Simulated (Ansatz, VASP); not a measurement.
**Cross-check of Sc between VASP and Ansatz**

One calculation is typed for both programs; each brings its own data sets. How far apart do they land? The cell is taken from a series of runs on this material, whose earlier steps may have relaxed, scaled, displaced or heated it; both programs get it as it stands.

Calculated with Ansatz 0.2.0; plane waves, with VASP 6.6.1 beside it; relaxation of cell and atoms at PBEsol.

### Step 1. The starting structure

Symmetry: Im-3m, No. 229, cubic system. Conventional cell: a = 3.628 Å, b = 3.628 Å, c = 3.628 Å, α = 90.00°, β = 90.00°, γ = 90.00°. Sc has 8 Sc at 3.14 Å nearest.

### Step 2. VASP: relaxation of cell and atoms, PBEsol, pair 1

The relaxed volume is the usual yardstick between codes: in a stiff, nearly cubic crystal its relative difference is about their pressure difference at one cell divided by the bulk modulus.

Lines of VASP's logs that name or quote its potential files are left out, and so is its time.

The input, INCAR:

```
SYSTEM = Sc
PREC = Accurate
ENCUT = 500
EDIFF = 1E-07
NELM = 120
ISMEAR = 1
SIGMA = 0.2
LREAL = .FALSE.
ALGO = Normal
GGA = PS
NBANDS = 11
LASPH = .TRUE.
LORBIT = 11
LWAVE = .FALSE.
LCHARG = .FALSE.
ISIF = 3
IBRION = 2
NSW = 80
EDIFFG = -0.005
GGA_COMPAT = .FALSE.
NELMIN = 4
KPAR = 2
```

The input, POSCAR:

```
Sc
1.0
   -1.8138160000      1.8138160000      1.8138160000
    1.8138160000     -1.8138160000      1.8138160000
    1.8138160000      1.8138160000     -1.8138160000
Sc
1
Direct
    0.0000000000      0.0000000000      0.0000000000
```

The input, KPOINTS:

```
Automatic mesh
0
Gamma
16 16 16
0 0 0
```

The projector-augmented-wave data sets are Sc_sv (PBE family, release 64).

Command:

```bash
$ mpirun -np 2 vasp_std
```

Numbers of over 12 decimals in the logs are rounded to 6 here.

Output:

```text
[banner, memory and clock lines left out]
running    2 mpi-ranks, on    1 nodes
 distrk:  each k-point on    1 cores,    2 groups
 distr:  one band on    1 cores,    1 groups

 POSCAR found type information on POSCAR Sc
 POSCAR found :  1 types and       1 ions
|                                                                             |
|               ----> ADVICE to this user running VASP <----                  |
|                                                                             |
|     You enforced a specific xc type in the INCAR file but a different       |
|     [... a line on the potential file left out ...]
|     I HOPE YOU KNOW WHAT YOU ARE DOING!                                     |
|                                                                             |

 LDA part: xc-table for (Slater+PW92), standard interpolation
 POSCAR, INCAR and KPOINTS ok, starting setup
 FFT: planning ... GRIDC
 FFT: planning ... GRID_SOFT
 FFT: planning ... GRID
 WAVECAR not read
 entering main loop
       N       E                     dE             d eps       ncg     rms          rms(c)
DAV:   1     0.720105995367E+02    0.72011E+02   -0.50997E+03  3206   0.954E+02
DAV:   2    -0.577403480876E+01   -0.77785E+02   -0.76585E+02  3206   0.302E+02
DAV:   3    -0.729066668029E+01   -0.15166E+01   -0.14807E+01  4450   0.541E+01
DAV:   4    -0.731241622953E+01   -0.21750E-01   -0.21709E-01  4507   0.488E+00
DAV:   5    -0.731263124561E+01   -0.21502E-03   -0.21498E-03  4166   0.411E-01    0.570E+00
DAV:   6    -0.658974537475E+01    0.72289E+00   -0.12127E+00  4950   0.161E+01    0.167E+00
DAV:   7    -0.650014592534E+01    0.89599E-01   -0.24934E-01  5063   0.656E+00    0.599E-01
DAV:   8    -0.649448296619E+01    0.56630E-02   -0.18498E-02  3846   0.212E+00    0.198E-01
DAV:   9    -0.649366219124E+01    0.82077E-03   -0.35417E-03  4752   0.856E-01    0.264E-02
DAV:  10    -0.649366108997E+01    0.11013E-05   -0.92236E-05  4953   0.122E-01    0.898E-03
DAV:  11    -0.649365939621E+01    0.16938E-05   -0.61797E-06  5023   0.355E-02    0.769E-04
DAV:  12    -0.649365952045E+01   -0.12424E-06   -0.29631E-08  2430   0.197E-03    0.190E-04
DAV:  13    -0.649365953171E+01   -0.11261E-07   -0.50783E-09  2012   0.905E-04
   1 F= -.64936595E+01 E0= -.64930752E+01  d E =-.649366E+01
 curvature:   0.00 expect dE= 0.000E+00 dE for cont linesearch  0.000E+00
 trial: gam= 0.00000 g(F)=  0.938E-63 g(S)=  0.545E-05 ort = 0.000E+00 (trialstep = 0.100E+01)
 search vector abs. value=  0.545E-05
 bond charge predicted
       N       E                     dE             d eps       ncg     rms          rms(c)
DAV:   1    -0.649375120484E+01   -0.91684E-04   -0.22192E-03  3581   0.728E-01    0.644E-02
DAV:   2    -0.649366593300E+01    0.85272E-04   -0.19924E-04  4476   0.211E-01    0.169E-02
DAV:   3    -0.649366153203E+01    0.44010E-05   -0.13810E-05  4883   0.550E-02    0.722E-03
DAV:   4    -0.649366155324E+01   -0.21216E-07   -0.75513E-07  3624   0.902E-03
   2 F= -.64936616E+01 E0= -.64930769E+01  d E =-.202153E-05
 trial-energy change:   -0.000002  1 .order   -0.000003   -0.000005    0.000000
 step:   0.9800(harm=  0.9948)  dis= 0.00000  next Energy=    -6.493662 (dE=-0.202E-05)
 reached required accuracy - stopping structural energy minimisation
```

From OUTCAR (step 2):

```text
ion  position               nearest neighbor table
   1  0.000  0.000  0.000-

  LATTYP: Found a body centered cubic cell.
 ALAT       =     3.6276320000

 Subroutine GETGRP returns: Found 48 space group operations
 (whereof 48 operations were pure point group operations)

The static configuration has the point symmetry O_h .

 Found    145 irreducible k-points:

   k-points           NKPTS =    145   k-points in BZ     NKDIM =    145   number of bands    NBANDS=     11

   dimension x,y,z NGX =    24 NGY =   24 NGZ =   24
   dimension x,y,z NGXF=    48 NGYF=   48 NGZF=   48

   ENCUT  =  500.0 eV  36.75 Ry    6.06 a.u.   5.73  5.73  5.73*2*pi/ulx,y,z

   NELECT =      11.0000    total number of electrons

 k-points in reciprocal lattice and weights: Automatic mesh
   0.00000000  0.00000000  0.00000000       0.000
   0.06250000  0.00000000  0.00000000       0.003
   0.12500000  0.00000000  0.00000000       0.003
   0.18750000  0.00000000  0.00000000       0.003
   0.25000000  0.00000000  0.00000000       0.003
   0.31250000  0.00000000  0.00000000       0.003
   0.37500000  0.00000000  0.00000000       0.003
   0.43750000  0.00000000  0.00000000       0.003
   0.50000000  0.00000000  0.00000000       0.001
[...]
0.50000000  0.50000000  0.43750000       0.003
   0.50000000  0.50000000  0.50000000       0.000

 average (electrostatic) potential at core
       1 -46.8564

 E-fermi :   3.8887

 k-point     1 :       0.0000    0.0000    0.0000
  band No.  band energies     occupation
      1     -45.4089      2.00000
      2     -23.8822      2.00000
      3     -23.8822      2.00000
      4     -23.8822      2.00000
      5      -1.4257      2.00000
      6       5.3634     -0.00000
      7       5.3634     -0.00000
      8       5.3634     -0.00000
      9       6.8604     -0.00000
     10       6.8604     -0.00000
    ...

 k-point     2 :       0.0625    0.0000    0.0000
  band No.  band energies     occupation
      1     -45.4060      2.00000
      2     -23.9000      2.00000
      3     -23.8878      2.00000
      4     -23.8823      2.00000
      5      -1.3174      2.00000
      6       5.3084     -0.00000
      7       5.3434     -0.00000
      8       5.4446     -0.00000
      9       6.7945     -0.00000
     10       6.8633     -0.00000
    ...

 k-point     3 :       0.1250    0.0000    0.0000
  band No.  band energies     occupation
      1     -45.3980      2.00000
      2     -23.9501      2.00000
      3     -23.9035      2.00000
      4     -23.8826      2.00000
      5      -1.0003      2.00000
      6       5.1562     -0.00000
      7       5.2539     -0.00000
      8       5.6830     -0.00000
      9       6.6586     -0.00000
     10       6.8750     -0.00000
    ...

  Total        0.0000322      0.0000322      0.0000322     -0.0000000     -0.0000000      0.0000000
  in kB        0.0021640      0.0021640      0.0021640     -0.0000000     -0.0000000      0.0000000
  external PRESSURE =       0.0021640 kB  Pullay stress =       0.0000000 kB

  energy-cutoff  :      500.00
  volume of cell :       23.85
      direct lattice vectors                 reciprocal lattice vectors
    -1.813279189  1.813279189  1.813279189     0.000000000  0.275743528  0.275743528
     1.813279189 -1.813279189  1.813279189     0.275743528  0.000000000  0.275743528
     1.813279189  1.813279189 -1.813279189     0.275743528  0.275743528  0.000000000

 POSITION                                       TOTAL-FORCE (eV/Angst)
 -----------------------------------------------------------------------------------
     -1.81328      1.81328      1.81328        -0.000000      0.000000     -0.000000
 -----------------------------------------------------------------------------------
    total drift:                               -0.000000     -0.000000      0.000000

  FREE ENERGIE OF THE ION-ELECTRON SYSTEM (eV)
  ---------------------------------------------------
  free  energy   TOTEN  =        -6.4936615532 eV

  energy  without entropy=       -6.4919076786  energy(sigma->0) =       -6.49307693

 reached required accuracy - stopping structural energy minimisation

 total charge
# of ion       s       p       d       tot
------------------------------------------
    1        2.278   6.114   1.011   9.403

[... 3 further parts left out ...]
```

CONTCAR:

```
Sc
   1.00000000000000
    -1.8132791886843178    1.8132791886843178    1.8132791886843178
     1.8132791886843178   -1.8132791886843178    1.8132791886843178
     1.8132791886843178    1.8132791886843178   -1.8132791886843178
  Sc
     1
Direct
     1.0000000000000000    0.0000000000000000    0.0000000000000000
```

This run has no spin polarisation. Its electron count is odd, so without a moment it is a metal by construction.

### Step 3. Ansatz: relaxation of cell and atoms, PBEsol, pair 1

Ansatz runs on its PAW soft_1 files.

The same cell, functional, mesh and smearing now go to Ansatz, which takes its cutoff from its data sets.

The input, input.yaml:

```yaml
crystal:
  lattice:
    - [-1.8138155216, 1.8138155216, 1.8138155216]
    - [1.8138155216, -1.8138155216, 1.8138155216]
    - [1.8138155216, 1.8138155216, -1.8138155216]
  atoms:
    - { symbol: Sc, position: [0.0, 0.0, 0.0] }
kpoints:
  mp_grid: { grid: [16, 16, 16] }
hamiltonian:
  xc: pbesol
  pseudopotentials: { kind: paw, azcp: { folder: soft_1 }, xc_functional: pbe }
scf:
  occupations: { method: methfessel_paxton, width: 0.2 }
output:
  forces: true
  stress: true
  eigenvalues: true
  write_density: true
  write_potential: true
  elf: true
  volumetric_format: npy
relax:
  adjacent_minimum: "off"
  f_tol: 0.001
  max_steps: 60
  cell: { stress_tol: 0.01 }
```

Command:

```bash
$ ansatz run input.yaml --threads 8 --pin off --max-ram 16384MiB --backend cpu --events-out ev --progress --plain --runs-dir out
```

Output:

```text
Engine: ansatz 0.2.0, aarch64-unknown-linux-gnu
Pseudopotentials: kind: paw
Pseudopotential: Sc, paw, valence charge 11, recommended cutoff 420 eV (normal), soft_1/Sc.paw.azcp
Functional definition: PBEsol
  exchange = pbesol_x
  correlation = pbesol_c
Crystal: 1 atoms, lattice volume = 23.869 Å³
Basis set: ecut = 420 eV, 459 PW (Γ), exchange–correlation on 48×48×48 points (8 copies of the dense FFT grid, shifted against one another)
Bands: 10, of which v1, the nominal top of the filled ones, is band 6 counted from 1 (5 counted from 0)
Symmetry: 48 space group operations
Space group: Im-3m (ITA 229), of the structure as read, at distance tolerance 2.9e-5 Å
k-points: 145 of 4096
Non-local potential: Sc, projectors of the file, l = 0: 3, l = 1: 2, l = 2: 3, l = 3: 1
PAW form: soft (Blöchl's): semilocal exchange-correlation on the pseudo side does not see the compensation charge
PAW frozen core: Sc, regenerated for the run's functional, and the local potential with it (the file was generated under x = pbe(κ = 0.804, μ = 0.219515), c = pbe(β = 0.066725))
PAW one-centre angular grid: Sc, 590 points (default); XC on 64 Gauss nodes
Initial density: superposition of atomic densities (chi_scale 0.1, normalization cell)
Initial wavefunctions: pseudopotential atomic-orbital guess
Functional: x = pbesol(κ = 0.804, μ = 0.123457), c = pbesol(β = 0.046)
SCF iter   1: F=—  HF=-2111.346221 eV  |F-HF|=—  |Δ(HF+E_count)|=         —  Δρ=2.91e-2  dr2=2.60e-1  ethr=3.10e-3  ⟨swp⟩=4.1  Hψ=6960  notcnv=0
preconditioner: auto → none  [metal: Δε(μ)=0.015 eV  Ē_g=4.236 eV  σ=0.200 eV  W_gap=0.06  n_scr=0 (ndim 8)  ℏωp=13.2 eV  f_vac=0.000  D(μ)=2.44/eV (n_scr^D=42)]
SCF iter   2: F=—  HF=-2111.262322 eV  |F-HF|=—  |Δ(HF+E_count)|=   8.39e-2  S|Δr|=    0.00e0  Δρ=7.97e-3  dr2=8.16e-3  ethr=2.36e-3  ⟨swp⟩=2.9  Hψ=3747  notcnv=0  defer=19
SCF iter   3: F=—  HF=-2111.260032 eV  |F-HF|=—  |Δ(HF+E_count)|=   2.29e-3  S|Δr|=    0.00e0  Δρ=3.37e-3  dr2=1.84e-3  ethr=7.42e-5  ⟨swp⟩=2.6  Hψ=2250  notcnv=0  defer=19
SCF iter   4: F=—  HF=-2111.259835 eV  |F-HF|=—  |Δ(HF+E_count)|=   1.97e-4  S|Δr|=    0.00e0  Δρ=1.42e-3  dr2=3.16e-4  ethr=1.67e-5  ⟨swp⟩=1.0  Hψ=1431  notcnv=0  defer=19
SCF iter   5: F=—  HF=-2111.259786 eV  |F-HF|=—  |Δ(HF+E_count)|=   4.95e-5  S|Δr|=    0.00e0  Δρ=3.03e-4  dr2=1.36e-5  ethr=2.87e-6  ⟨swp⟩=1.1  Hψ=1481  notcnv=0  defer=19
SCF iter   6: F=—  HF=-2111.259786 eV  |F-HF|=—  |Δ(HF+E_count)|=   5.10e-7  S|Δr|=    0.00e0  Δρ=3.38e-5  dr2=1.58e-7  ethr=1.24e-7  ⟨swp⟩=1.6  Hψ=1746  notcnv=0  defer=19
SCF iter   7: F=-2111.259786 eV  HF=-2111.259786 eV  |F-HF|=1.22e-10  |Δ(HF+E_count)|=   2.24e-8  S|Δr|=    0.00e0  Δρ=2.04e-6  dr2=5.77e-10  ethr=9.09e-10  ⟨swp⟩=7.1  Hψ=8014  notcnv=0
SCF 1 converged in 7 iterations: F = -2111.259786 eV  dr2 = 5.77e-10
  greatest PAW one-centre occupation: 0.998 electrons in one spin orbital (limit 2), on the Sc atom at site 0 (counted from 0), in its partial waves of l = 0
relax step   1: F+E_penalty+E_count = -2111.25978636 eV  Δ(F+E_penalty+E_count) = +0.000e0 eV  max|allowed force component| = 0.000e0 eV/Å  Δτ_max = 0.0000 Å  P = -0.047 GPa  Ω = 23.869 Å³  (7 SCF iters, dr2 threshold 1.00e-7 eV, accepted)
[...]
relax step   2: F+E_penalty+E_count = -2111.25978956 eV  Δ(F+E_penalty+E_count) = -3.191e-6 eV  max|allowed force component| = 0.000e0 eV/Å  Δτ_max = 0.0000 Å  P = +0.008 GPa  Ω = 23.846 Å³  energy of the carried Pulay correction = +3.626e-7 eV  (3 SCF iters, dr2 threshold 5.44e-9 eV, accepted)
[...]
relax step   3: F+E_penalty+E_count = -2111.25978931 eV  Δ(F+E_penalty+E_count) = +2.448e-7 eV  max|allowed force component| = 0.000e0 eV/Å  Δτ_max = 0.0000 Å  P = +0.008 GPa  Ω = 23.846 Å³  stress off target by 7.58e-3 GPa  SCF on the basis re-selected at this cell (its energy is not comparable with the rows above)  (4 SCF iters)
basis re-selected at this cell: Δ(F+E_penalty+E_count) = +2.448e-7 eV, ΔP = -0.000 GPa vs the last step (what re-selecting the basis moved, of the pressure what is left beyond the Pulay correction that the steps carried, after the strain that the cell walked since its last selection, with what the two solves' SCF thresholds leave and, on support functions, any second-order correction that the steps lacked; it is no measure of the basis error at this ecutwfc). This SCF's stress stands 7.58e-3 GPa from its target on what of the cell is left free (relax.cell.stress_tol is 1.00e-2 GPa) and its largest allowed force component is 0.00e0 eV/Å (relax.f_tol is 1.00e-3 eV/Å): [rest of the remark cut]
SCF converged after 4 iterations
Stability not checked: this state was not tested for a lower state beside it, because cold or Methfessel-Paxton smearing, or corrected tetrahedra, fill the levels in a way that the test cannot read (fill_not_monotonic; see scf.lower_state_search)
Free energy (F): -2111.259789 eV
Harris-Foulkes:  -2111.259789 eV  (|F-HF|=4.55e-13)
Internal energy: -2111.258022 eV  (E = F + TS)
E sigma→0 (E₀):  -2111.259348 eV
Entropy (-TS):   -0.001767 eV (-1.767 meV/atom)
Fermi energy:    9.515407 eV
--- Per-component energies (eV) ---
  E_band       = -165.779956
  E_kinetic    = 206.380009
  E_local      = -833.146586  (includes V_loc(G=0)·N_el)
  E_nonlocal   = 144.425198
  E_hartree    = 296.847036
  E_xc         = -84.437507
  E_vxc        = -104.214826  (∫ρ·V_xc dr)
  E_paw        = -967.207121  (= ΣΔE_a)
  E_vpaw       = -172.917851  (= ΣTr[D̂ρ^β])
  E_aug_tail   = 0.000041  (compensation charges beyond the density's cutoff)
  E_ewald      = -874.248116
  E_core_change = 0.129025  (= ΣΔE_core)
  E_smearing   = -0.001767  (= −TS)
  E_closure    = -0.000000  (closes the sum)
  Σ components = -2111.259789   (vs F -2111.259789, Δ=0.00e0)
--- Forces (eV/Å), atoms counted from 1 ---
  atom   1  Sc    -0.00000000    -0.00000000     0.00000000
  max |Σ_I F_I| component: 1.90e-32 eV/Å
--- Stress (GPa, compression-positive) ---
        0.007583      -0.000000      -0.000000
       -0.000000       0.007583       0.000000
       -0.000000       0.000000       0.007583
  P = ⅓ Tr σ = 0.0076 GPa (0.076 kbar)
--- Band table (eV; the first three rows and the last of 145) ---
  k-point 0: bands = ["-39.7836", "-18.2531", "-18.2531", "-18.2531", "4.2090", "10.9937", "10.9937", "10.9937", "12.4911", "12.4911"]
  k-point 1: bands = ["-39.7808", "-18.2709", "-18.2587", "-18.2532", "4.3167", "10.9385", "10.9735", "11.0746", "12.4248", "12.4939"]
  k-point 2: bands = ["-39.7727", "-18.3211", "-18.2744", "-18.2534", "4.6325", "10.7859", "10.8830", "11.3124", "12.2881", "12.5052"]
  k-point 144: bands = ["-39.6556", "-18.5646", "-18.5646", "-18.5646", "8.2232", "8.2232", "13.5407", "13.5407", "13.5407", "15.8573"]
--- Relaxed structure (2 steps of the walk, 2 accepted, 1 SCFs on fresh bases) ---
  F+E_penalty+E_count = -2111.25978931 eV   max|allowed force component| = 0.000e0 eV/Å   (the final SCF, on the basis selected at the relaxed cell)
  cell:  # Å, volume = 23.8461 Å³
    - [-1.813228, 1.813228, 1.813228]
    - [1.813228, -1.813228, 1.813228]
    - [1.813228, 1.813228, -1.813228]
  atoms:
    - { symbol: Sc, position: [0.0, 0.0, 0.0] }
```

Reading the cycles: dr2 is the Hartree energy of the density residual (eV), the measure of convergence; HF is the Harris–Foulkes estimate of the energy, which meets the free energy F at convergence.

### Step 4. Side by side

Known differences besides the potentials themselves: the cutoff is 420 eV in Ansatz and 500 eV in VASP; Ansatz makes its cores anew for this functional, VASP keeps those of its PBE data sets; Ansatz adds a Pulay correction to the stress that steers its cell, VASP none. Total energies have different zeros and are not compared.

The two programs side by side:

```csv
quantity,Ansatz,VASP,difference
volume (Å³),23.85,23.85,-0.01 %
"edge a after relaxation, in the typed setting (Å)",3.141,3.141,+0.00 %
```

(Continued in part 2 of 2.)

[Lines on the potential files, build, host, timing and source positions are cut from VASP's logs without a mark.]

[Logs are printed without paths, hosts, clocks, repeated set-up lines and the standing remarks that a program may print on its own settings, such as how far it seeks lower states.]

[Hosts, paths, dates, database ids (printed as entryN), source tags and the programs' standing remarks are cut or masked in the printed files.]
